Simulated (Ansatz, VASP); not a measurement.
**Hf (Hafnium): VASP beside Ansatz**

One calculation is typed for both programs; each brings its own data sets. How far apart do they land? The structure shown is the end of the Ansatz relaxation below.

Program: Ansatz 0.2.0. Level of theory: plane waves, with VASP 6.6.1 beside it; single point at PBEsol. Results are calculated unless marked as measured.

**1. Starting point**

Symmetry: P6_3/mmc, No. 194, hexagonal system. Conventional cell: a = 3.224 Å, b = 3.224 Å, c = 5.088 Å, α = 90.00°, β = 90.00°, γ = 120.00°. Hf has 12 Hf at 3.15 to 3.22 Å nearest.

**2. Ansatz: relaxation, PBEsol**

Ansatz runs on its PAW soft_1 files.

This run makes the geometry at which the two programs are then compared.

Input file input.yaml:

```yaml
crystal:
  lattice:
    - [3.2236117304, 0.0, 0.0]
    - [-1.6118058652, 2.7917296504, 0.0]
    - [0.0, 0.0, 5.0895467376]
  atoms:
    - { symbol: Hf, position: [0.3333333333, 0.6666666667, 0.25] }
    - { symbol: Hf, position: [0.6666666667, 0.3333333333, 0.75] }
kpoints:
  mp_grid: { grid: [15, 15, 8] }
hamiltonian:
  xc: pbesol
  pseudopotentials: { kind: paw, azcp: { folder: soft_1 }, xc_functional: pbe }
scf:
  occupations: { method: methfessel_paxton, width: 0.2 }
output:
  forces: true
  stress: true
  eigenvalues: true
relax:
  adjacent_minimum: "off"
  f_tol: 0.001
  max_steps: 60
  cell: { stress_tol: 0.01, fix: [volume] }
```

The run is started by

```console
ansatz run input.yaml --threads 4 --pin off --max-ram 10240MiB --backend cpu --events-out ev --progress --plain --runs-dir out
```

Numbers of over 12 decimals in the logs are rounded to 6 here.

Log:

```text
Engine: ansatz 0.2.0, x86_64-unknown-linux-gnu
Pseudopotentials: kind: paw
Pseudopotential: Hf, paw, valence charge 26, recommended cutoff 420 eV (normal), soft_1/Hf.paw.azcp
Functional definition: PBEsol
  exchange = pbesol_x
  correlation = pbesol_c
Crystal: 2 atoms, lattice volume = 45.803 Å³
Basis set: ecut = 420 eV, 929 PW (Γ), exchange–correlation on 48×48×72 points (8 copies of the dense FFT grid, shifted against one another)
Bands: 32, of which v1, the nominal top of the filled ones, is band 26 counted from 1 (25 counted from 0)
Symmetry: 24 space group operations
Space group: P63/mmc (ITA 194), of the structure as read, at distance tolerance 3.6e-5 Å
k-points: 135 of 1800
Non-local potential: Hf, projectors of the file, l = 0: 3, l = 1: 2, l = 2: 2, l = 3: 3
PAW form: soft (Blöchl's): semilocal exchange-correlation on the pseudo side does not see the compensation charge
PAW frozen core: Hf, regenerated for the run's functional, and the local potential with it (the file was generated under x = pbe(κ = 0.804, μ = 0.219515), c = pbe(β = 0.066725))
PAW one-centre angular grid: Hf, 590 points (default); XC on 64 Gauss nodes
Initial density: superposition of atomic densities (chi_scale 0.1, normalization cell)
Initial wavefunctions: pseudopotential atomic-orbital guess
Functional: x = pbesol(κ = 0.804, μ = 0.123457), c = pbesol(β = 0.046)
SCF iter   1: F=—  HF=-31197.819321 eV  |F-HF|=—  |Δ(HF+E_count)|=         —  Δρ=3.57e-2  dr2=7.27e-1  ethr=3.10e-3  ⟨swp⟩=4.9  Hψ=14524  notcnv=0
preconditioner: auto → Kerker (q_TF=auto, 2.787 Å⁻¹)  [metal: Δε(μ)=0.025 eV  Ē_g=16.860 eV  σ=0.200 eV  W_gap=0.11  n_scr=22 (ndim 8)  ℏωp=38.0 eV  f_vac=0.000  D(μ)=1.37/eV (n_scr^D=8)]
SCF iter   2: F=—  HF=-31197.663670 eV  |F-HF|=—  |Δ(HF+E_count)|=   1.56e-1  S|Δr|=    0.00e0  Δρ=2.28e-2  dr2=2.93e-1  ethr=1.40e-3  ⟨swp⟩=3.0  Hψ=8287  notcnv=0  defer=52
SCF iter   3: F=—  HF=-31197.600529 eV  |F-HF|=—  |Δ(HF+E_count)|=   6.31e-2  S|Δr|=    0.00e0  Δρ=8.84e-3  dr2=4.37e-2  ethr=5.63e-4  ⟨swp⟩=2.0  Hψ=6830  notcnv=0  defer=52
SCF iter   4: F=—  HF=-31197.552118 eV  |F-HF|=—  |Δ(HF+E_count)|=   4.84e-2  S|Δr|=    0.00e0  Δρ=3.14e-3  dr2=2.27e-3  ethr=8.39e-5  ⟨swp⟩=2.1  Hψ=7878  notcnv=0  defer=52
SCF iter   5: F=—  HF=-31197.553466 eV  |F-HF|=—  |Δ(HF+E_count)|=   1.35e-3  S|Δr|=    0.00e0  Δρ=8.64e-4  dr2=3.56e-4  ethr=4.36e-6  ⟨swp⟩=2.2  Hψ=7818  notcnv=0  defer=48
SCF iter   6: F=—  HF=-31197.553736 eV  |F-HF|=—  |Δ(HF+E_count)|=   2.70e-4  S|Δr|=    0.00e0  Δρ=1.66e-4  dr2=1.04e-5  ethr=6.84e-7  ⟨swp⟩=2.1  Hψ=7832  notcnv=0  defer=48
SCF iter   7: F=—  HF=-31197.553749 eV  |F-HF|=—  |Δ(HF+E_count)|=   1.34e-5  S|Δr|=    0.00e0  Δρ=3.73e-5  dr2=6.44e-7  ethr=1.99e-8  ⟨swp⟩=2.7  Hψ=8259  notcnv=0  defer=55
SCF iter   8: F=-31197.553749 eV  HF=-31197.553749 eV  |F-HF|=1.07e-8  |Δ(HF+E_count)|=   3.98e-9  S|Δr|=    0.00e0  Δρ=7.26e-6  dr2=2.52e-8  ethr=1.00e-12  ⟨swp⟩=5.7  Hψ=38524  notcnv=0
SCF 1 converged in 8 iterations: F = -31197.553749 eV  dr2 = 2.52e-8
  greatest PAW one-centre occupation: 0.998 electrons in one spin orbital (limit 2), on the Hf atom at site 1 (counted from 0), in its partial waves of l = 0
relax step   1: F+E_penalty+E_count = -31197.55374900 eV  Δ(F+E_penalty+E_count) = +0.000e0 eV  max|allowed force component| = 5.829e-16 eV/Å  Δτ_max = 0.0000 Å  P = -6.007 GPa  Ω = 45.803 Å³  fix = [volume]  reactions: volume -6.007 GPa  (8 SCF iters, dr2 threshold 1.00e-7 eV, accepted)
[...]
relax step   2: F+E_penalty+E_count = -31197.55375136 eV  Δ(F+E_penalty+E_count) = -2.366e-6 eV  max|allowed force component| = 2.498e-16 eV/Å  Δτ_max = 0.0000 Å  P = -6.006 GPa  Ω = 45.803 Å³  energy of the carried Pulay correction = +1.889e-7 eV  fix = [volume]  reactions: volume -6.006 GPa  (4 SCF iters, dr2 threshold 2.97e-9 eV, accepted)
[...]
relax step   3: F+E_penalty+E_count = -31197.55375070 eV  Δ(F+E_penalty+E_count) = +6.666e-7 eV  max|allowed force component| = 2.220e-16 eV/Å  Δτ_max = 0.0000 Å  P = -6.006 GPa  Ω = 45.803 Å³  fix = [volume]  reactions: volume -6.006 GPa  stress off target by 7.41e-3 GPa on what of the cell is left free  SCF on the basis re-selected at this cell (its energy is not comparable with the rows above)  (6 SCF iters)
basis re-selected at this cell: Δ(F+E_penalty+E_count) = +6.666e-7 eV, ΔP = -0.000 GPa vs the last step (what re-selecting the basis moved, of the pressure what is left beyond the Pulay correction that the steps carried, after the strain that the cell walked since its last selection, with what the two solves' SCF thresholds leave and, on support functions, any second-order correction that the steps lacked; it is no m [...]
SCF converged after 6 iterations
Stability not checked: this state was not tested for a lower state beside it, because cold or Methfessel-Paxton smearing, or corrected tetrahedra, fill the levels in a way that the test cannot read (fill_not_monotonic; see scf.lower_state_search)
Free energy (F): -31197.553751 eV
Harris-Foulkes:  -31197.553751 eV  (|F-HF|=0.00e0)
Internal energy: -31197.558060 eV  (E = F + TS)
E sigma→0 (E₀):  -31197.554828 eV
Entropy (-TS):   0.004309 eV (2.155 meV/atom)
Fermi energy:    17.550161 eV
--- Per-component energies (eV) ---
  E_band       = -52.248349
  E_kinetic    = 816.053325
  E_local      = -12768.076351  (includes V_loc(G=0)·N_el)
  E_nonlocal   = 129.340387
  E_hartree    = 6199.328468
  E_xc         = -528.093320
  E_vxc        = -507.680238  (∫ρ·V_xc dr)
  E_paw        = -15150.395985  (= ΣΔE_a)
  E_vpaw       = -120.542567  (= ΣTr[D̂ρ^β])
  E_aug_tail   = 0.000178  (compensation charges beyond the density's cutoff)
  E_ewald      = -9898.216875
  E_core_change = 2.502112  (= ΣΔE_core)
  E_smearing   = 0.004309  (= −TS)
  E_closure    = -0.000000  (closes the sum)
  Σ components = -31197.553751   (vs F -31197.553751, Δ=0.00e0)
--- Forces (eV/Å), atoms counted from 1 ---
  atom   1  Hf     0.00000000    -0.00000000    -0.00000000
  atom   2  Hf     0.00000000     0.00000000     0.00000000
  max |Σ_I F_I| component: 1.11e-16 eV/Å
--- Stress (GPa, compression-positive) ---
       -6.009568      -0.000000       0.000000
       -0.000000      -6.009568       0.000000
        0.000000       0.000000      -5.998449
  P = ⅓ Tr σ = -6.0059 GPa (-60.059 kbar)
--- Band table (eV; the first three rows and the last of 135) ---
  k-point 0: bands = [... 22 lower, 10.2260, 13.8907, 18.1406, 18.6805, 18.6805, 18.9795, 19.4820, 19.4820, ... 2 higher]
  k-point 1: bands = [... 22 lower, 10.3670, 13.8099, 17.9452, 18.5968, 18.5968, 18.8566, 19.3644, 19.3644, ... 2 higher]
  k-point 2: bands = [... 22 lower, 10.7755, 13.5121, 17.6074, 18.4776, 18.4776, 18.5265, 19.0889, 19.0889, ... 2 higher]
  k-point 134: bands = [... 22 lower, 15.7976, 15.7976, 16.1068, 16.1068, 17.3268, 17.3268, 20.0028, 20.0028, ... 2 higher]
--- Relaxed structure (2 steps of the walk, 2 accepted, 1 SCFs on fresh bases) ---
  F+E_penalty+E_count = -31197.55375070 eV   max|allowed force component| = 2.220e-16 eV/Å   (the final SCF, on the basis selected at the relaxed cell)
  cell:  # Å, volume = 45.8031 Å³
    - [3.224219, 0.0, 0]
    - [-1.612110, 2.792256, 0]
    - [0, 0, 5.087629]
  atoms:
    - { symbol: Hf, position: [0.333333, 0.666667, 0.250000] }
    - { symbol: Hf, position: [0.666667, 0.333333, 0.750000] }
```

Reading the cycles: dr2 is the Hartree energy of the density residual (eV), the measure of convergence; HF is the Harris–Foulkes estimate of the energy, which meets the free energy F at convergence.

**3. VASP: single point, PBEsol, pair 1**

The same cell, functional, mesh and smearing now go to VASP, with its own data sets.

Lines of VASP's logs that name or quote its potential files are left out, and so is its time.

Input file INCAR:

```
SYSTEM = Hf
PREC = Accurate
ENCUT = 500
EDIFF = 1E-06
NELM = 120
ISMEAR = 1
SIGMA = 0.2
LREAL = .FALSE.
ALGO = Normal
GGA = PS
NBANDS = 16
LASPH = .TRUE.
LORBIT = 11
LWAVE = .FALSE.
LCHARG = .FALSE.
ISIF = 2
GGA_COMPAT = .FALSE.
KPAR = 2
```

Input file POSCAR:

```
Hf
1.0
    3.2242191186      0.0000000000      0.0000000000
   -1.6121095593      2.7922556640      0.0000000000
    0.0000000000      0.0000000000      5.0876293496
Hf
2
Direct
    0.3333333334      0.6666666668      0.2500000000
    0.6666666668      0.3333333334      0.7500000000
```

Input file KPOINTS:

```
Automatic mesh
0
Gamma
15 15 8
0 0 0
```

PAW data sets: Hf_pv (PBE family, release 64).

The run is started by

```console
mpirun -np 2 vasp_std
```

Log:

```text
[banner, memory and clock lines left out]
running    2 mpi-ranks, on    1 nodes
 distrk:  each k-point on    1 cores,    2 groups
 distr:  one band on    1 cores,    1 groups

 POSCAR found type information on POSCAR Hf
 POSCAR found :  1 types and       2 ions
|                                                                             |
|               ----> ADVICE to this user running VASP <----                  |
|                                                                             |
|     You enforced a specific xc type in the INCAR file but a different       |
|     [... a line on the potential file left out ...]
|     I HOPE YOU KNOW WHAT YOU ARE DOING!                                     |
|                                                                             |

 LDA part: xc-table for (Slater+PW92), standard interpolation
 POSCAR, INCAR and KPOINTS ok, starting setup
 FFT: planning ... GRIDC
 FFT: planning ... GRID_SOFT
 FFT: planning ... GRID
 WAVECAR not read
 entering main loop
       N       E                     dE             d eps       ncg     rms          rms(c)
DAV:   1     0.455669793992E+02    0.45567E+02   -0.11318E+04  4336   0.115E+03
DAV:   2    -0.201198718655E+02   -0.65687E+02   -0.64209E+02  5704   0.247E+02
DAV:   3    -0.217669077864E+02   -0.16470E+01   -0.16370E+01  5768   0.268E+01
DAV:   4    -0.217802743319E+02   -0.13367E-01   -0.13363E-01  5400   0.296E+00
DAV:   5    -0.217804543935E+02   -0.18006E-03   -0.18004E-03  5728   0.283E-01    0.644E+01
DAV:   6    -0.211699386986E+02    0.61052E+00   -0.57891E-01  5224   0.494E+00    0.380E+01
DAV:   7    -0.209604940814E+02    0.20944E+00   -0.93868E-01  5320   0.603E+00    0.184E+00
DAV:   8    -0.209488828743E+02    0.11611E-01   -0.60382E-02  4960   0.166E+00    0.331E-01
DAV:   9    -0.209489815362E+02   -0.98662E-04   -0.12303E-03  6016   0.259E-01    0.196E-01
DAV:  10    -0.209489705239E+02    0.11012E-04   -0.47145E-05  5168   0.483E-02    0.182E-01
DAV:  11    -0.209489719511E+02   -0.14273E-05   -0.46236E-06  5616   0.152E-02    0.103E-02
DAV:  12    -0.209489720327E+02   -0.81578E-07   -0.34571E-07  3136   0.409E-03
   1 F= -.20948972E+02 E0= -.20950395E+02  d E =0.426755E-02
```

Parts of OUTCAR (step 3):

```text
ion  position               nearest neighbor table
   1  0.333  0.667  0.250-   2 3.15   2 3.15   2 3.15   2 3.15   2 3.15   2 3.15
   2  0.667  0.333  0.750-   1 3.15   1 3.15   1 3.15   1 3.15   1 3.15   1 3.15

  LATTYP: Found a hexagonal cell.
 ALAT       =     3.2242191186
 C/A-ratio  =     1.5779415612

 Subroutine GETGRP returns: Found 24 space group operations
 (whereof 12 operations were pure point group operations)

The static configuration has the point symmetry D_3d.
 The point group associated with its full space group is D_6h.

 Found    135 irreducible k-points:

   k-points           NKPTS =    135   k-points in BZ     NKDIM =    135   number of bands    NBANDS=     16

   dimension x,y,z NGX =    24 NGY =   24 NGZ =   40
   dimension x,y,z NGXF=    48 NGYF=   48 NGZF=   80

   ENCUT  =  500.0 eV  36.75 Ry    6.06 a.u.   5.88  5.88  9.28*2*pi/ulx,y,z

   NELECT =      20.0000    total number of electrons

 k-points in reciprocal lattice and weights: Automatic mesh
   0.00000000  0.00000000  0.00000000       0.001
   0.06666667  0.00000000  0.00000000       0.003
   0.13333333  0.00000000  0.00000000       0.003
   0.20000000  0.00000000  0.00000000       0.003
   0.26666667  0.00000000  0.00000000       0.003
   0.33333333  0.00000000  0.00000000       0.003
   0.40000000  0.00000000  0.00000000       0.003
   0.46666667  0.00000000  0.00000000       0.003
   0.06666667  0.06666667  0.00000000       0.003
[...]
0.33333333  0.26666667  0.50000000       0.007
   0.33333333  0.33333333  0.50000000       0.001

 average (electrostatic) potential at core
       1 -37.4259       2 -37.4259

 E-fermi :   4.6165

 k-point     1 :       0.0000    0.0000    0.0000
  band No.  band energies     occupation
    ...
      4     -25.6468      2.00000
      5     -25.6409      2.00000
      6     -25.6409      2.00000
      7      -2.7065      2.00000
      8       0.9628      2.00000
      9       5.2118     -0.00021
     10       5.7553     -0.00000
     11       5.7553     -0.00000
     12       6.0506     -0.00000
     13       6.5554     -0.00000
    ...

 k-point     2 :       0.0667    0.0000    0.0000
  band No.  band energies     occupation
    ...
      4     -25.6649      2.00000
      5     -25.6518      2.00000
      6     -25.6439      2.00000
      7      -2.5753      2.00000
      8       1.0929      2.00000
      9       5.0385     -0.01103
     10       5.4012     -0.00000
     11       5.8783     -0.00000
     12       6.3177     -0.00000
     13       6.4221     -0.00000
    ...

 k-point     3 :       0.1333    0.0000    0.0000
  band No.  band energies     occupation
    ...
      5     -25.6669      2.00000
      6     -25.6529      2.00000
      7      -2.1936      2.00000
      8       1.4585      2.00000
      9       4.5888      1.23161
     10       4.8647     -0.07083
     11       6.0294     -0.00000
     12       6.2431     -0.00000
     13       6.6251     -0.00000
     14       6.7113     -0.00000
    ...

  Total       -1.8199592     -1.8199592     -1.8419220     -0.0000000      0.0000000      0.0000000
  in kB      -63.6615247    -63.6615247    -64.4297748     -0.0000000      0.0000000      0.0000000
  external PRESSURE =     -63.9176081 kB  Pullay stress =       0.0000000 kB

  energy-cutoff  :      500.00
  volume of cell :       45.80
      direct lattice vectors                 reciprocal lattice vectors
     3.224219119  0.000000000  0.000000000     0.310152618  0.179066697  0.000000000
    -1.612109559  2.792255664  0.000000000     0.000000000  0.358133395  0.000000000
     0.000000000  0.000000000  5.087629350     0.000000000  0.000000000  0.196555199

 POSITION                                       TOTAL-FORCE (eV/Angst)
 -----------------------------------------------------------------------------------
      0.00000      1.86150      1.27191        -0.000000      0.000000      0.000000
      1.61211      0.93075      3.81572         0.000000     -0.000000      0.000000
 -----------------------------------------------------------------------------------
    total drift:                               -0.000000     -0.000000      0.000000

  FREE ENERGIE OF THE ION-ELECTRON SYSTEM (eV)
  ---------------------------------------------------
  free  energy   TOTEN  =       -20.9489720327 eV

  energy  without entropy=      -20.9532395821  energy(sigma->0) =      -20.95039455

 total charge
# of ion       s       p       d       tot
------------------------------------------
    1        0.388   6.377   1.524   8.288
    2        0.388   6.377   1.524   8.288
--------------------------------------------------
tot          0.775  12.754   3.047  16.576

[... 3 further parts left out ...]
```

The run ends at a pressure of -6.39 GPa.

**4. Comparison**

Known differences besides the potentials themselves: the data sets hold 52 valence electrons in Ansatz (on its PAW soft_1 files) and 20 in VASP; the cutoff is 420 eV in Ansatz and 500 eV in VASP; Ansatz makes its cores anew for this functional, VASP keeps those of its PBE data sets; Ansatz's pressure holds a Pulay correction, VASP's none. Total energies have different zeros and are not compared.

Compared:

| quantity | Ansatz | VASP | difference |
| --- | --- | --- | --- |
| pressure (GPa) | -6.01 | -6.39 | +0.39 |

**5. Ansatz: relaxation, PBEsol**

This run makes the geometry at which the two programs are then compared. The cell compared in this pair holds 38.89 Å³, against 45.80 Å³ for the pair before.

The structure compared here is the end of the Ansatz relaxation.

input.yaml, as its differences from that of step 2:

```diff
@@ -2,5 +2,5 @@
   lattice:
-    - [3.2236117304, 0.0, 0.0]
-    - [-1.6118058652, 2.7917296504, 0.0]
-    - [0.0, 0.0, 5.0895467376]
+    - [3.0468862659, 0.0, 0.0]
+    - [-1.5234431329, 2.6386809087, 0.0]
+    - [0.0, 0.0, 4.8371406944]
   atoms:
```

The run is started by

```console
ansatz run input.yaml --threads 4 --pin off --max-ram 10240MiB --backend cpu --events-out ev --progress --plain --runs-dir out
```

Log:

```text
[...]
Crystal: 2 atoms, lattice volume = 38.889 Å³
Basis set: ecut = 420 eV, 761 PW (Γ), exchange–correlation on 48×48×72 points (8 copies of the dense FFT grid, shifted against one another)
Bands: 32, of which v1, the nominal top of the filled ones, is band 26 counted from 1 (25 counted from 0)
Symmetry: 24 space group operations
[...]
k-points: 135 of 1800
[...]
k-point 134: bands = [... 22 lower, 18.9342, 18.9342, 19.3345, 19.3345, 20.9808, 20.9808, 23.7305, 23.7305, ... 2 higher]
--- Relaxed structure (3 steps of the walk, 3 accepted, 1 SCFs on fresh bases) ---
[...]
cell:  # Å, volume = 38.8895 Å³
    - [3.045002, -2.8849757967827e-11, 0.0]
    - [-1.522501, 2.637049, 0.0]
    - [0.0, 0.0, 4.843128]
  atoms:
    - { symbol: Hf, position: [0.333333, 0.666667, 0.25] }
    - { symbol: Hf, position: [0.666667, 0.333333, 0.750000] }
[key lines of the parts left out:]
SCF converged after 5 iterations
Free energy (F): -31197.425685 eV
Fermi energy:    21.025797 eV
P = ⅓ Tr σ = 14.3064 GPa (143.064 kbar)
```

**6. VASP: single point, PBEsol, pair 2**

The same cell, functional, mesh and smearing now go to VASP, with its own data sets.

INCAR is that of step 3.

Input file POSCAR:

```
Hf
1.0
    3.0450024217      0.0000000000      0.0000000000
   -1.5225012108      2.6370494518      0.0000000000
    0.0000000000      0.0000000000      4.8431277098
Hf
2
Direct
    0.3333333334      0.6666666668      0.2500000000
    0.6666666668      0.3333333334      0.7500000000
```

KPOINTS is that of step 3.

The run is started by

```console
mpirun -np 2 vasp_std
```

Log:

```text
[banner, memory and clock lines left out]
running    2 mpi-ranks, on    1 nodes
[...]
[... a notice as in an earlier step ...]

 LDA part: xc-table for (Slater+PW92), standard interpolation
 POSCAR, INCAR and KPOINTS ok, starting setup
[...]
entering main loop
       N       E                     dE             d eps       ncg     rms          rms(c)
DAV:   1     0.485278601243E+02    0.48528E+02   -0.11439E+04  4336   0.117E+03
DAV:   2    -0.199657222083E+02   -0.68494E+02   -0.66916E+02  5808   0.257E+02
DAV:   3    -0.214673732027E+02   -0.15017E+01   -0.14978E+01  5600   0.265E+01
DAV:   4    -0.214769205499E+02   -0.95473E-02   -0.95465E-02  5376   0.257E+00
[...]
DAV:   9    -0.208355956730E+02   -0.91203E-04   -0.88515E-04  5784   0.218E-01    0.179E-01
DAV:  10    -0.208355909351E+02    0.47379E-05   -0.44173E-05  4984   0.493E-02    0.234E-01
DAV:  11    -0.208355908267E+02    0.10839E-06   -0.61001E-06  5304   0.178E-02
   1 F= -.20835591E+02 E0= -.20836253E+02  d E =0.198544E-02
```

[end of part 1 of 2]

[Lines on the potential files, build, host, timing and source positions are cut from VASP's logs without a mark.]

[Logs are printed without paths, hosts, clocks, repeated set-up lines and the standing remarks that a program may print on its own settings, such as how far it seeks lower states.]

[Hosts, paths, dates, database ids (printed as entryN), source tags and the programs' standing remarks are cut or masked in the printed files.]
